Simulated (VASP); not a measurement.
Given:

```
CELL_PARAMETERS angstrom
      1.72017    -3.00374     0.00000
      1.72017     3.00374     0.00000
      0.00000     0.00000     5.42286
ATOMIC_POSITIONS crystal
  Lu 0.33333 0.66667 0.25000
  Lu 0.69280 0.35946 0.75000
```

The numbers are results of PBE GGA with D3 dispersion (Becke-Johnson damping), VASP's PBE PAW potentials (set 64) (plane waves; VASP), not measurements. Settings: 400 eV cut-off, 11×11×6 Γ-centred mesh, first-order Methfessel-Paxton smearing of 0.10 eV, potentials Lu_3.

Which forces act on the atoms, in eV/Å?

| atom | Fx | Fy | Fz |
|---|---|---|---|
| Lu1 | 0.156 | -0.012 | 0.000 |
| Lu2 | -0.156 | 0.012 | 0.000 |

Give the stress tensor in GPa (positive for a compressed cell).

```
 0.71  -0.37   0.00
-0.37   0.11   0.00
 0.00   0.00  -0.20
```
The pressure is its mean diagonal, 0.21 GPa.

The compound is Lu in the hcp structure. The cell was not relaxed at this level, atoms are displaced from their ideal sites. The run is one of a series of settings (IVDW = 12 against the base run), some of them coarse on purpose.
